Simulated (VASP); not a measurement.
Given:

```yaml
crystal:
  lattice:
    - [0.00000, 2.01500, 2.01500]
    - [2.01500, 0.00000, 2.01500]
    - [2.01500, 2.01500, 0.00000]
  atoms:
    - { symbol: Li, position: [0.00000, 0.00000, 0.00000] }
    - { symbol: F, position: [0.50000, 0.50000, 0.50000] }
```

The numbers are results of PBE GGA, VASP's PBE PAW potentials (set 64) (plane waves; VASP 6.6.1), not measurements. Run with 520 eV cut-off, 10×10×10 Γ-centred mesh, Gaussian smearing of 0.050 eV, potentials Li_sv F.

### Question
Give the stress tensor in GPa (positive for a compressed cell).

### Answer

```
1.54  0.00  0.00
0.00  1.54  0.00
0.00  0.00  1.54
```
The pressure is its mean diagonal, 1.54 GPa.

The compound is LiF in the rock salt structure. The cell was not relaxed at this level.
